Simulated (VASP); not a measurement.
Wanted: the native input for a VASP 6.6.1 run.

```
Task                   : relaxation of cell and atoms
Functional             : PBE
Potentials or basis    : VASP PAW PBE potentials, release 64 (Hf_pv, Si, F)
Cutoff                 : 600 eV
k mesh                 : 6 × 6 × 4
Occupations            : gaussian, width 0.1 eV
Spin                   : no spin polarisation
Dipole correction      : no
Further INCAR settings : ALGO = Normal; EDIFF = 1e-07; IBRION = 2; EDIFFG = -0.04; NSW = 90; ISIF = 3
```

The structure of HfSiF lies in POSCAR:

```
HfSiF
1.0
    3.3845564415      0.0000000000      0.0000000000
    0.0000000000      3.3845564415      0.0000000000
    0.0000000000      0.0000000000      7.4616162093
Hf Si F
2 2 2
Direct
    0.0000000000      0.5000000000      0.2805030342
    0.5000000000      0.0000000000      0.7194969658
    0.5000000000      0.0000000000      0.0843697364
    0.0000000000      0.5000000000      0.9156302636
    0.0000000000      0.0000000000      0.5000000000
    0.5000000000      0.5000000000      0.5000000000
```

The cell was built by a generator and needn't be a form met in nature.

The cell isn't the ideal one: species swapped into the LuIO type (P4/nmm, No. 129).

The input as run:

INCAR

```
ALGO     = Normal         # electronic algorithm
EDIFF    = 1E-7           # SCF threshold, eV
EDIFFG   = -0.04          # ionic threshold
ENCUT    = 600            # plane-wave cutoff, eV
GGA      = PE             # functional
IBRION   = 2              # ionic algorithm
ISIF     = 3              # what is computed and relaxed
ISMEAR   = 0              # smearing method
LASPH    = T              # aspherical terms in the spheres
LCHARG   = F              # write CHGCAR
LREAL    = F              # projectors in reciprocal space
LWAVE    = F              # write WAVECAR
NELM     = 100            # most SCF steps
NSW      = 90             # ionic steps
PREC     = Accurate       # precision mode
SIGMA    = 0.1            # smearing width, eV
```

KPOINTS

```
k-points
0
Gamma
  6 6 4
```

Potentials or basis: VASP PAW PBE potentials, release 64 (Hf_pv, Si, F).

Command:

```bash
$ cat potpaw_PBE.64/Hf_pv/POTCAR potpaw_PBE.64/Si/POTCAR potpaw_PBE.64/F/POTCAR > POTCAR
$ mpirun -np 1 vasp_std > vasp.out
```

It gave:

```
Relaxed volume                         : 14.13 Å³/atom
Relaxed cell                           : a = 3.376 Å, b = 3.376 Å, c = 7.439 Å, α = 90.00°, β = 90.00°, γ = 90.00°
Space group after relaxing (to 0.05 Å) : P4/nmm (No. 129)
Energy gained by relaxing              : 0.6 meV/atom
Ionic steps                            : 4
Pressure after relaxing                : 0.0 GPa
Largest force after relaxing           : 0.025 eV/Å
Band gap on the k mesh                 : none (metal or under the smearing width)
```

Wall time 3 min on 1 thread of Intel(R) Xeon(R) Platinum 8259CL CPU @ 2.50GHz (Skylake/Cascade Lake) (shared host), peak memory 0.26 GiB.
